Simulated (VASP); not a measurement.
Energy against volume of La (dhcp). Level of theory: PBE GGA with D3 dispersion (Becke-Johnson damping), VASP's PBE PAW potentials (set 64) (plane waves; VASP). Numerical set-up: 520 eV cut-off, 10×10×3 Γ-centred mesh, first-order Methfessel-Paxton smearing of 0.10 eV, potentials La.

Shape and ions are relaxed at each volume.

| V (Å³/atom) | E (eV/atom) |
|---|---|
| 33.297 | -5.30265 |
| 34.327 | -5.30699 |
| 35.357 | -5.30616 |
| 36.387 | -5.30077 |

Q: Fit these four points and predict the energy of the run at 32.267 Å³/atom.

A: A cubic in V^(−2/3), the third-order Birch-Murnaghan form, passes through the four points with V0 = 34.66 Å³/atom and B0 = 26 GPa, and gives -5.2924 eV/atom there. The run gave -5.2928 eV/atom, -0.3 meV/atom from the fit; all five points give B0 = 26 GPa.

The compound is La in the dhcp structure. It was relaxed first, which changed the volume by -7 %.
